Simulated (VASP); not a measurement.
# A VASP study of SiNi3 (LDA): structure first, properties next, part 2 of 7

What structure does SiNi3 take at this level, and what are its properties? The start is a computed cell from the Materials Project.

VASP 6.6.1, plane waves and PAW; the level of theory is named at each step.

So far. Step 2 (Magnetic start: ferromagnetic): The moments fall under 0.1 μB, and the mesh shows no gap. Step 3 (Magnetic start: antiferromagnetic within the cell): The energy lies +0.0 meV an atom from the first pattern, and both runs end without moments, so a difference comes from cell, mesh or thresholds alone. The moments fall under 0.1 μB, and the mesh shows no gap.

## 4. Magnetic start: antiferromagnetic, q = (0, 0, 1/2)

This step: LDA, spin-polarised from an antiferromagnetic start; plane waves and PAW (Si, Ni) (VASP 6.6.1).

System of this step: SiNi3. Symmetry: Pm-3m, No. 221, cubic system. The conventional cell has a = 3.464 Å, b = 3.464 Å, c = 3.464 Å, α = 90.00°, β = 90.00°, γ = 90.00°. Nearest to Si lie 12 Ni at 2.45 Å. Ni has 8 Ni at 2.45 Å and 4 Si at 2.45 Å nearest. Ni has 8 Ni at 2.45 Å and 4 Si at 2.45 Å nearest. Farther neighbours are not listed.

Next, a pattern with opposite moments, which needs a doubled cell; q is given in the reciprocal vectors of the primitive cell.

INCAR

```
SYSTEM = SiNi3
PREC = Accurate
ENCUT = 400
EDIFF = 1E-06
NELM = 100
ISMEAR = 1
SIGMA = 0.2
LREAL = .FALSE.
ALGO = Normal
GGA = CA
NBANDS = 46
ISPIN = 2
MAGMOM = 0 0 1 -1 1 -1 1 -1
LASPH = .TRUE.
LMAXMIX = 4
LORBIT = 11
LWAVE = .FALSE.
LCHARG = .FALSE.
KPAR = 8
ISIF = 2
```

POSCAR

```
SiNi3
1.0
    3.4637400600      0.0000000000      0.0000000000
    0.0000000000      3.4637400600      0.0000000000
    0.0000000000      0.0000000000      6.9274801200
Si Ni
2 6
Direct
    0.0000000000      0.0000000000      0.0000000000
    0.0000000000      0.0000000000      0.5000000000
    0.0000000000      0.5000000000      0.2500000000
    0.0000000000      0.5000000000      0.7500000000
    0.5000000000      0.5000000000      0.0000000000
    0.5000000000      0.5000000000      0.5000000000
    0.5000000000      0.0000000000      0.2500000000
    0.5000000000      0.0000000000      0.7500000000
```

KPOINTS

```
Automatic mesh
0
Gamma
7 7 4
0 0 0
```

PAW data sets: Si and Ni (LDA family, release 64).

Command:

```bash
$ mpirun -np 8 vasp_std
```

Log:

```text
[banner, memory and clock lines left out]
running    8 mpi-ranks, on    1 nodes
 distrk:  each k-point on    1 cores,    8 groups
 distr:  one band on    1 cores,    1 groups

 POSCAR found type information on POSCAR SiNi
 POSCAR found :  2 types and       8 ions
 [... a notice as in an earlier step ...]

 LDA part: xc-table for (Slater(with rela. corr.)+CA(PZ))
 , standard interpolation
 POSCAR, INCAR and KPOINTS ok, starting setup
 FFT: planning ... GRIDC
 FFT: planning ... GRID_SOFT
 FFT: planning ... GRID
 WAVECAR not read
 entering main loop
       N       E                     dE             d eps       ncg     rms          rms(c)
DAV:   1     0.447129294670E+03    0.44713E+03   -0.24498E+04  5528   0.166E+03
DAV:   2    -0.225189310128E+02   -0.46965E+03   -0.44668E+03  5520   0.363E+02
DAV:   3    -0.620053072177E+02   -0.39486E+02   -0.37262E+02  5886   0.133E+02
DAV:   4    -0.630520603963E+02   -0.10468E+01   -0.10417E+01  6368   0.225E+01
DAV:   5    -0.630832559691E+02   -0.31196E-01   -0.31190E-01  6912   0.324E+00    0.303E+01
DAV:   6    -0.625685982170E+02    0.51466E+00   -0.84388E+01  6316   0.116E+02    0.243E+01
DAV:   7    -0.559053018092E+02    0.66633E+01   -0.30035E+01  6250   0.690E+01    0.698E+00
DAV:   8    -0.565211352515E+02   -0.61583E+00   -0.37030E+00  7530   0.402E+01    0.934E+00
DAV:   9    -0.558229061667E+02    0.69823E+00   -0.13955E+00  6416   0.356E+01    0.209E+00
DAV:  10    -0.558035850917E+02    0.19321E-01   -0.23367E-01  6740   0.586E+00    0.719E-01
DAV:  11    -0.558040276080E+02   -0.44252E-03   -0.34798E-02  6016   0.166E+00    0.470E-01
DAV:  12    -0.558023592614E+02    0.16683E-02   -0.16078E-03  7624   0.480E-01    0.207E-01
DAV:  13    -0.558021130520E+02    0.24621E-03   -0.54108E-04  7612   0.356E-01    0.813E-02
DAV:  14    -0.558021084537E+02    0.45983E-05   -0.14200E-04  6576   0.119E-01    0.317E-02
DAV:  15    -0.558021074880E+02    0.96573E-06   -0.15787E-05  6128   0.351E-02    0.156E-02
DAV:  16    -0.558021070326E+02    0.45540E-06   -0.52060E-06  6428   0.311E-02
   1 F= -.55802107E+02 E0= -.55805646E+02  d E =0.106174E-01  mag=     0.0000
```

The job ended after 38 s (8 MPI ranks of AMD EPYC 7R43, shared host; peak memory 1.8 GiB).

Parts of OUTCAR (step 4):

```text
  LATTYP: Found a simple tetragonal cell.
 ALAT       =     3.4637400600
 C/A-ratio  =     2.0000000000

 Subroutine GETGRP returns: Found 16 space group operations
 (whereof 16 operations were pure point group operations)

The static configuration has the point symmetry D_4h.

 Found     30 irreducible k-points:

   k-points           NKPTS =     30   k-points in BZ     NKDIM =     30   number of bands    NBANDS=     46

   dimension x,y,z NGX =    24 NGY =   24 NGZ =   48
   dimension x,y,z NGXF=    48 NGYF=   48 NGZF=   96

   ENCUT  =  400.0 eV  29.40 Ry    5.42 a.u.   5.65  5.65 11.30*2*pi/ulx,y,z

   NELECT =      68.0000    total number of electrons

 E-fermi :  10.9659

 spin component 1
 k-point     1 :       0.0000    0.0000    0.0000
  band No.  band energies     occupation
    ...
     28      10.1069      1.00000
     29      10.3529      1.00006
     30      10.3545      1.00007
     31      10.4233      1.00042
     32      10.6856      1.03173
     33      11.0141      0.30236
     34      11.0141      0.30236
     35      11.0153      0.29772
     36      11.0165      0.29302
     37      14.7617     -0.00000
    ...

 k-point     2 :       0.1429    0.0000    0.0000
  band No.  band energies     occupation
    ...
     29      10.3285      1.00003
     30      10.3289      1.00003
     31      10.3562      1.00007
     32      10.5819      1.01027
     33      10.8091      0.98577
     34      11.0143      0.30145
     35      11.5271     -0.00026
     36      11.5277     -0.00026
     37      13.4372     -0.00000
     38      14.6972     -0.00000
    ...

 k-point     3 :       0.2857    0.0000    0.0000
  band No.  band energies     occupation
    ...
     29      10.0359      1.00000
     30      10.1436      1.00000
     31      10.2256      1.00000
     32      10.3709      1.00011
     33      10.4185      1.00038
     34      11.0149      0.29913
     35      12.2159     -0.00000
     36      12.7171     -0.00000
     37      12.7998     -0.00000
     38      12.8000     -0.00000
    ...

 k-point     4 :       0.4286    0.0000    0.0000
  band No.  band energies     occupation
    ...
     29       9.8043      1.00000
     30       9.8577      1.00000
     31       9.9949      1.00000
     32      10.0220      1.00000
     33      10.4206      1.00040
     34      11.0152      0.29818
     35      11.7349     -0.00000
     36      11.7825     -0.00000
     37      14.3218     -0.00000
     38      14.3219     -0.00000
    ...

  Total       -3.9944600     -3.9944600     -4.0162282      0.0000000      0.0000000      0.0000000
  in kB      -77.0021386    -77.0021386    -77.4217698      0.0000000      0.0000000      0.0000000
  external PRESSURE =     -77.1420156 kB  Pullay stress =       0.0000000 kB

  energy-cutoff  :      400.00
  volume of cell :       83.11
      direct lattice vectors                 reciprocal lattice vectors
     3.463740060  0.000000000  0.000000000     0.288705267  0.000000000  0.000000000
     0.000000000  3.463740060  0.000000000     0.000000000  0.288705267  0.000000000
     0.000000000  0.000000000  6.927480120     0.000000000  0.000000000  0.144352634

 POSITION                                       TOTAL-FORCE (eV/Angst)
 -----------------------------------------------------------------------------------
      0.00000      0.00000      0.00000         0.000000     -0.000000     -0.000009
      0.00000      0.00000      3.46374         0.000000     -0.000000     -0.000009
      0.00000      1.73187      1.73187         0.000000     -0.000000      0.000003
      0.00000      1.73187      5.19561         0.000000     -0.000000      0.000003
      1.73187      1.73187      0.00000        -0.000000      0.000000      0.000004
      1.73187      1.73187      3.46374         0.000000     -0.000000      0.000004
      1.73187      0.00000      1.73187        -0.000000     -0.000000      0.000003
      1.73187      0.00000      5.19561        -0.000000     -0.000000      0.000003
 -----------------------------------------------------------------------------------
    total drift:                                0.000000      0.000000      0.000056

  FREE ENERGIE OF THE ION-ELECTRON SYSTEM (eV)
  ---------------------------------------------------
  free  energy   TOTEN  =       -55.8021070326 eV

  energy  without entropy=      -55.8127244582  energy(sigma->0) =      -55.80564617

 total charge
# of ion       s       p       d       tot
------------------------------------------
    1        0.735   0.842   0.000   1.577
    2        0.735   0.842   0.000   1.577
    3        0.505   0.608   8.445   9.558
    4        0.505   0.608   8.445   9.558
    5        0.506   0.608   8.444   9.558
    6        0.506   0.608   8.444   9.558
    7        0.505   0.608   8.445   9.558
    8        0.505   0.608   8.445   9.558
--------------------------------------------------
tot          4.503   5.333  50.667  60.503

 magnetization (x)
# of ion       s       p       d       tot
------------------------------------------
    1        0.000   0.000   0.000   0.000
    2       -0.000  -0.000   0.000  -0.000
    3        0.000   0.000   0.000   0.000
    4       -0.000  -0.000  -0.000  -0.000
    5        0.000   0.000   0.000   0.000
    6       -0.000  -0.000  -0.000  -0.000
    7        0.000   0.000   0.000   0.000
    8       -0.000  -0.000  -0.000  -0.000
--------------------------------------------------
tot          0.000   0.000   0.000   0.000

[... 6 further parts left out ...]
```

This step gave:

```
electrons               : 68
bands                   : 46
irreducible k-points    : 30
symmetry operations     : 8
free energy (TOTEN)     : -55.8021 eV
energy at zero smearing : -55.8056 eV
pressure                : -7.714 GPa
```

The spin moment in the PAW sphere vanishes on all atoms.

The energy lies +0.4 meV an atom from the first pattern, and both runs end without moments, so a difference comes from cell, mesh or thresholds alone. The moments fall under 0.1 μB, and the mesh shows no gap.

## 5. Magnetic start: antiferromagnetic, q = (1/2, 1/2, 1/2)

Next, a pattern with opposite moments, which needs a doubled cell; q is given in the reciprocal vectors of the primitive cell.

INCAR is that of step 4.

POSCAR

```
SiNi3
1.0
    6.9274801200      0.0000000000      0.0000000000
    3.4637400600      3.4637400600      0.0000000000
    3.4637400600      0.0000000000      3.4637400600
Si Ni
2 6
Direct
    0.0000000000      0.0000000000      0.0000000000
    0.5000000000      0.0000000000      0.0000000000
    0.5000000000      0.5000000000      0.5000000000
    0.0000000000      0.5000000000      0.5000000000
    0.0000000000      0.5000000000      0.0000000000
    0.5000000000      0.5000000000      0.0000000000
    0.0000000000      0.0000000000      0.5000000000
    0.5000000000      0.0000000000      0.5000000000
```

KPOINTS

```
Automatic mesh
0
Gamma
7 7 7
0 0 0
```

Command:

```bash
$ mpirun -np 8 vasp_std
```

Log:

```text
[... set-up lines as in an earlier step ...]
 entering main loop
       N       E                     dE             d eps       ncg     rms          rms(c)
DAV:   1     0.445795474553E+03    0.44580E+03   -0.24488E+04  8096   0.166E+03
DAV:   2    -0.230729662395E+02   -0.46887E+03   -0.44639E+03  8096   0.362E+02
DAV:   3    -0.620796126142E+02   -0.39007E+02   -0.36936E+02  8618   0.132E+02
DAV:   4    -0.630997046385E+02   -0.10201E+01   -0.10154E+01  9294   0.221E+01
DAV:   5    -0.631305233801E+02   -0.30819E-01   -0.30812E-01  9994   0.323E+00    0.302E+01
DAV:   6    -0.626267197494E+02    0.50380E+00   -0.84497E+01  9062   0.116E+02    0.241E+01
DAV:   7    -0.559390602411E+02    0.66877E+01   -0.27085E+01  9276   0.658E+01    0.621E+00
DAV:   8    -0.558378184738E+02    0.10124E+00   -0.13803E+00  9808   0.721E+00    0.227E+00
DAV:   9    -0.558018474145E+02    0.35971E-01   -0.12862E-01  9666   0.363E+00    0.948E-01
DAV:  10    -0.558004524530E+02    0.13950E-02   -0.11229E-02  9576   0.959E-01    0.669E-01
DAV:  11    -0.557970586573E+02    0.33938E-02   -0.53862E-03 14526   0.110E+00    0.176E-01
DAV:  12    -0.557971113646E+02   -0.52707E-04   -0.74748E-04 10468   0.280E-01    0.906E-02
DAV:  13    -0.557970958183E+02    0.15546E-04   -0.42348E-05  9066   0.578E-02    0.426E-02
DAV:  14    -0.557970903693E+02    0.54490E-05   -0.69723E-06  9464   0.265E-02    0.210E-02
DAV:  15    -0.557970895479E+02    0.82140E-06   -0.25740E-06  6994   0.193E-02
   1 F= -.55797090E+02 E0= -.55801011E+02  d E =0.117631E-01  mag=     0.0000
```

Run time: 55 s. Hardware: 8 MPI ranks; peak memory 2.1 GiB.

From OUTCAR (step 5):

```text
   k-points           NKPTS =     44   k-points in BZ     NKDIM =     44   number of bands    NBANDS=     46

   ENCUT  =  400.0 eV  29.40 Ry    5.42 a.u.  11.30  7.99  7.99*2*pi/ulx,y,z

   NELECT =      68.0000    total number of electrons

 E-fermi :  10.9802

 spin component 1
 k-point     1 :       0.0000    0.0000    0.0000
  band No.  band energies     occupation
    ...
     31      10.5588      1.00558
     32      10.6858      1.02887
     33      10.7702      1.02956
     34      10.7702      1.02956
     35      10.7702      1.02956
     36      11.0165      0.34922
     37      11.0165      0.34922
     38      11.0165      0.34921
     39      12.3570     -0.00000
     40      15.1760      0.00000
    ...

 k-point     2 :       0.1429    0.0000    0.0000
  band No.  band energies     occupation
    ...
     32      10.5972      1.01042
     33      10.7761      1.02714
     34      10.8355      0.96784
     35      10.8355      0.96783
     36      10.9656      0.56139
     37      11.3200     -0.01860
     38      11.3200     -0.01860
     39      12.6541     -0.00000
     40      15.2745      0.00000
     41      15.2745      0.00000
    ...

  Total       -4.0182454     -4.0182454     -4.0182454     -0.0005271     -0.0005271     -0.0005271
  in kB      -77.4606555    -77.4606555    -77.4606555     -0.0101614     -0.0101614     -0.0101614
  external PRESSURE =     -77.4606555 kB  Pullay stress =       0.0000000 kB

 POSITION                                       TOTAL-FORCE (eV/Angst)
 -----------------------------------------------------------------------------------
      0.00000      0.00000      0.00000        -0.000000     -0.000000     -0.000000
      3.46374      0.00000      0.00000         0.000000      0.000000     -0.000000
      6.92748      1.73187      1.73187         0.000000     -0.000000      0.000000
      3.46374      1.73187      1.73187         0.000000      0.000000     -0.000000
      1.73187      1.73187      0.00000        -0.000000      0.000000      0.000000
      5.19561      1.73187      0.00000        -0.000000      0.000000      0.000000
      1.73187      0.00000      1.73187        -0.000000     -0.000000     -0.000000
      5.19561      0.00000      1.73187        -0.000000     -0.000000      0.000000
 -----------------------------------------------------------------------------------
    total drift:                               -0.000000     -0.000000     -0.000000

  FREE ENERGIE OF THE ION-ELECTRON SYSTEM (eV)
  ---------------------------------------------------
  free  energy   TOTEN  =       -55.7970895479 eV

  energy  without entropy=      -55.8088526853  energy(sigma->0) =      -55.80101059

 magnetization (x)
# of ion       s       p       d       tot
------------------------------------------
    1       -0.000   0.000   0.000  -0.000
    2        0.000  -0.000   0.000   0.000
    3       -0.000  -0.000  -0.000  -0.000
    4        0.000   0.000   0.000   0.000
    5       -0.000  -0.000  -0.000  -0.000
    6        0.000   0.000   0.000   0.000
    7       -0.000  -0.000  -0.000  -0.000
    8        0.000   0.000   0.000   0.000
--------------------------------------------------
tot          0.000   0.000   0.000   0.000

[... 1 part as in an earlier step ...]

[... 14 further parts left out ...]
```

This step gave:

```
SCF cycles              : 15
irreducible k-points    : 44
symmetry operations     : 12
free energy (TOTEN)     : -55.7971 eV
energy at zero smearing : -55.8010 eV
Fermi energy            : 10.98 eV
pressure                : -7.746 GPa
```

The energy lies +1.0 meV an atom from the first pattern, and both runs end without moments, so a difference comes from cell, mesh or thresholds alone. The moments fall under 0.1 μB, and the mesh shows no gap.

(Continued in part 3 of 7.)

[Lines on the potential files, build, host, timing and source positions are cut from VASP's logs without a mark.]

[Logs are printed without paths, hosts, clocks, repeated set-up lines and the standing remarks that a program may print on its own settings, such as how far it seeks lower states.]

[Hosts, paths, dates, database ids (printed as entryN), source tags and the programs' standing remarks are cut or masked in the printed files.]

[A measured line is paired with the nearest computed mode of its activity, which favours agreement.]

[In band tables of VASP the shares of atoms and orbitals are scaled to a sum of 1 inside the atoms' spheres.]
